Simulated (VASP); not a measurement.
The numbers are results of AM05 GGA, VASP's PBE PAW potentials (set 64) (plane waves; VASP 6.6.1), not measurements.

A VASP calculation is set up with these files.

POSCAR:
```
SnO
1
    3.8116649796     0.0000000000     0.0000000000
    0.0000000000     3.8116649796     0.0000000000
    0.0000000000     0.0000000000     4.8426691550
Sn O
2 2
Direct
  0.5000000000   1.0000000000   0.7615127295
  0.0000000000   0.5000000000   0.2384872705
  0.5000000000   0.5000000000   0.0000000000
  0.0000000000   0.0000000000   0.0000000000
```

### KPOINTS
```
k-points along high-symmetry lines
10
Line-mode
Reciprocal
  0.000000   0.000000   0.000000 ! GAMMA
  0.000000   0.500000   0.000000 ! X

  0.000000   0.500000   0.000000 ! X
  0.500000   0.500000   0.000000 ! M

  0.500000   0.500000   0.000000 ! M
  0.000000   0.000000   0.000000 ! GAMMA

  0.000000   0.000000   0.000000 ! GAMMA
  0.000000   0.000000   0.500000 ! Z

  0.000000   0.000000   0.500000 ! Z
  0.000000   0.500000   0.500000 ! R

  0.000000   0.500000   0.500000 ! R
  0.500000   0.500000   0.500000 ! A

  0.500000   0.500000   0.500000 ! A
  0.000000   0.000000   0.500000 ! Z

  0.000000   0.500000   0.000000 ! X
  0.000000   0.500000   0.500000 ! R

  0.500000   0.500000   0.000000 ! M
  0.500000   0.500000   0.500000 ! A
```

**INCAR**
```
# general
SYSTEM   =  SnO
PREC     =  Accurate
ENCUT    =  520   # plane-wave cut-off (eV)
LREAL    =  F   # projection in real space or not
LASPH    =  T
ICHARG   =  11   # fixed density

# electronic loop
EDIFF    =  1E-7   # SCF stop (eV)
NELM     =  100   # most electronic steps
ALGO     =  Normal   # blocked Davidson
LMAXMIX  =  4

# smearing
ISMEAR   =  0   # Gaussian
SIGMA    =  0.05

# functional
GGA      =  AM

# output
LWAVE    =  F
LCHARG   =  F
LORBIT   =  11   # lm-projected
```

POTCAR, in this order: Sn_d O (PBE.64 set). Program: vasp_std. Read from the step before: CHGCAR.

The resulting files:

File OSZICAR:
```
       N       E                     dE             d eps       ncg     rms          rms(c)
DAV:   1     0.387119086991E+03    0.38712E+03   -0.20754E+04  4384   0.257E+03
DAV:   2     0.299985491398E+02   -0.35712E+03   -0.35090E+03  4608   0.581E+02
DAV:   3    -0.207706148353E+02   -0.50769E+02   -0.49850E+02  5296   0.188E+02
DAV:   4    -0.227342606708E+02   -0.19636E+01   -0.19516E+01  4880   0.407E+01
DAV:   5    -0.227892402425E+02   -0.54980E-01   -0.54974E-01  5720   0.684E+00
DAV:   6    -0.227909960484E+02   -0.17558E-02   -0.17558E-02  5736   0.105E+00
DAV:   7    -0.227910558359E+02   -0.59788E-04   -0.59788E-04  6096   0.155E-01
DAV:   8    -0.227910568118E+02   -0.97583E-06   -0.97597E-06  5856   0.187E-02
DAV:   9    -0.227910568210E+02   -0.92468E-08   -0.96848E-08  3896   0.242E-03
   1 F= -.22791057E+02 E0= -.22789796E+02  d E =-.252183E-02
```

File OUTCAR:
```
 val. band max:        7.0318399417   @ k =   0.0556   0.0556   0.0000

 cond. band min:       7.0944119418   @ k =   0.5000   0.5000   0.0000



 k-point     1 :       0.0000    0.0000    0.0000
  band No.  band energies     occupation
      1     -14.8955      2.00000
      2     -14.4725      2.00000
      3     -14.4725      2.00000
      4     -14.4690      2.00000
      5     -14.4275      2.00000
      6     -14.4199      2.00000
      7     -14.3712      2.00000
      8     -14.3675      2.00000
      9     -14.3446      2.00000
     10     -14.3446      2.00000
     11     -13.0590      2.00000
     12     -10.3633      2.00000
     13      -0.6504      2.00000
     14       0.3474      2.00000
     15       0.7527      2.00000
     16       0.7527      2.00000
     17       3.5661      2.00000
     18       3.8750      2.00000
     19       3.8750      2.00000
     20       7.0222      1.72319
     21       9.0968      0.00000
     22      11.3785      0.00000
     23      11.7020      0.00000
     24      11.7020      0.00000

 k-point     2 :       0.0000    0.0556    0.0000
  band No.  band energies     occupation
      1     -14.8938      2.00000
      2     -14.4719      2.00000
      3     -14.4718      2.00000
      4     -14.4682      2.00000
      5     -14.4278      2.00000
      6     -14.4188      2.00000
      7     -14.3791      2.00000
      8     -14.3719      2.00000
      9     -14.3453      2.00000
     10     -14.3447      2.00000
     11     -13.0311      2.00000
     12     -10.3791      2.00000
     13      -0.6655      2.00000
     14       0.3542      2.00000
     15       0.7695      2.00000
     16       0.7731      2.00000
     17       3.5156      2.00000
     18       3.8425      2.00000
     19       3.8466      2.00000
     20       7.0279      1.64487
     21       9.1944      0.00000
     22      11.1706      0.00000
     23      11.6839      0.00000
     24      11.7216      0.00000

...
```

The density is held fixed in this step, so its total energy and stress have no physical meaning. Without a dispersion term in the relaxation, distances and binding between the weakly bound layers, chains or molecules are unreliable, and so is what depends on them. Unless said otherwise, spin-orbit coupling is left out, though it shifts the bands of the heavy elements here.

The compound is SnO in the litharge structure. It was relaxed first.
